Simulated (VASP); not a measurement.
These are PBE GGA, VASP's PBE PAW potentials (set 64) (plane waves; VASP) values and carry that method's errors.

VASP ran on this input.

### POSCAR
```
C
1
    1.2331917629    -2.1359502921     0.0000000000
    1.2331917629     2.1359502921     0.0000000000
    0.0000000000     0.0000000000     7.9276995389
C
4
Direct
  0.0000000000   0.0000000000   0.2500000000
  0.0000000000   0.0000000000   0.7500000000
  0.3333330000   0.6666670000   0.2500000000
  0.6666670000   0.3333330000   0.7500000000
```

### INCAR
```
# general
SYSTEM  =  C
PREC    =  Accurate
ENCUT   =  620
LREAL   =  .FALSE.
LASPH   =  .TRUE.

# electronic loop
EDIFF   =  1E-6
NELM    =  100
ALGO    =  Normal

# smearing
ISMEAR  =  0
SIGMA   =  0.05

# functional
GGA     =  PE

# ions
IBRION  =  2
NSW     =  40
ISIF    =  3
EDIFFG  =  -0.02

# output
LWAVE   =  .FALSE.
LCHARG  =  .FALSE.
```

### KPOINTS
```
Automatic
0
Gamma
  10 10 3
0 0 0
```

POTCAR, in this order: C (PBE.64 set). Program: vasp_std.

Output

### OUTCAR
```
 ion  position               nearest neighbor table
   1  0.000  0.000  0.250-   3 1.42   3 1.42   3 1.42
   2  0.000  0.000  0.750-   4 1.42   4 1.42   4 1.42
   3  0.333  0.667  0.250-   1 1.42   1 1.42   1 1.42
   4  0.667  0.333  0.750-   2 1.42   2 1.42   2 1.42
  LATTYP: Found a hexagonal cell.
 ALAT       =     2.4663830956
 C/A-ratio  =     3.2143017656
 Subroutine PRICEL returns:
 Original cell was already a primitive cell.
 Subroutine GETGRP returns: Found 24 space group operations
The static configuration has the point symmetry D_3d.
 The point group associated with its full space group is D_6h.
The dynamic configuration has the point symmetry D_3d.
 Subroutine INISYM returns: Found 24 space group operations
 Subroutine IBZKPT returns following result:
 Found     28 irreducible k-points:

 Following reciprocal coordinates:
            Coordinates               Weight
  0.000000  0.000000  0.000000      1.000000
  0.100000  0.000000  0.000000      6.000000
  0.200000  0.000000  0.000000      6.000000
  0.300000 -0.000000  0.000000      6.000000
  0.400000  0.000000  0.000000      6.000000
...
```

OSZICAR:
```
       N       E                     dE             d eps       ncg     rms          rms(c)
DAV:   1     0.678611235164E+02    0.67861E+02   -0.88896E+03   680   0.138E+03
DAV:   2    -0.342315258302E+02   -0.10209E+03   -0.93525E+02   972   0.249E+02
DAV:   3    -0.393071945287E+02   -0.50757E+01   -0.50416E+01   804   0.576E+01
DAV:   4    -0.393838332086E+02   -0.76639E-01   -0.76466E-01   864   0.815E+00
DAV:   5    -0.393856586282E+02   -0.18254E-02   -0.18251E-02   832   0.127E+00    0.888E+00
DAV:   6    -0.375372477175E+02    0.18484E+01   -0.17733E+00   776   0.924E+00    0.519E+00
DAV:   7    -0.369135369713E+02    0.62371E+00   -0.21478E+00   780   0.101E+01    0.140E+00
DAV:   8    -0.369249964087E+02   -0.11459E-01   -0.66931E-02   764   0.182E+00    0.135E-01
DAV:   9    -0.369248751927E+02    0.12122E-03   -0.15346E-03   832   0.314E-01    0.769E-02
DAV:  10    -0.369252647359E+02   -0.38954E-03   -0.59234E-04   776   0.205E-01    0.366E-02
DAV:  11    -0.369252647521E+02   -0.16217E-07   -0.79108E-06   932   0.234E-02
   1 F= -.36925265E+02 E0= -.36925265E+02  d E =-.369253E+02
```

### OUTCAR
```
------------------------ aborting loop because EDIFF is reached ----------------------------------------
  FORCE on cell =-STRESS in cart. coord.  units (eV):
  Direction    XX          YY          ZZ          XY          YZ          ZX
  --------------------------------------------------------------------------------------
  Total        0.0035948      0.0035948      0.0192239      0.0000000     -0.0000000     -0.0000000
  in kB        0.1379053      0.1379053      0.7374835      0.0000000     -0.0000000     -0.0000000
  external PRESSURE =       0.3377647 kB  Pullay stress =       0.0000000 kB
  volume of cell :       41.76
      direct lattice vectors                 reciprocal lattice vectors
     1.233191763 -2.135950292  0.000000000     0.405451946 -0.234087845  0.000000000
     1.233191763  2.135950292  0.000000000     0.405451946  0.234087845  0.000000000
     0.000000000  0.000000000  7.927699539     0.000000000  0.000000000  0.126139997
 POSITION                                       TOTAL-FORCE (eV/Angst)
 -----------------------------------------------------------------------------------
      0.00000      0.00000      1.98192        -0.000000      0.000000     -0.000000
      0.00000      0.00000      5.94577         0.000000     -0.000000      0.000000
      1.23319      0.71198      1.98192        -0.000000     -0.000000      0.000000
      1.23319     -0.71198      5.94577        -0.000000     -0.000000     -0.000000
 -----------------------------------------------------------------------------------
    total drift:                                0.000000     -0.000000      0.000000
  FREE ENERGIE OF THE ION-ELECTRON SYSTEM (eV)
  ---------------------------------------------------
  free  energy   TOTEN  =       -36.9252647521 eV

  energy  without entropy=      -36.9252647521  energy(sigma->0) =      -36.92526475

 reached required accuracy - stopping structural energy minimisation
```
(Selected blocks of OUTCAR.)

Without a dispersion term in the relaxation, distances and binding between the weakly bound layers, chains or molecules are unreliable, and so is what depends on them.

The compound is C in the graphite structure. It was relaxed first, which changed the volume by +19 %.
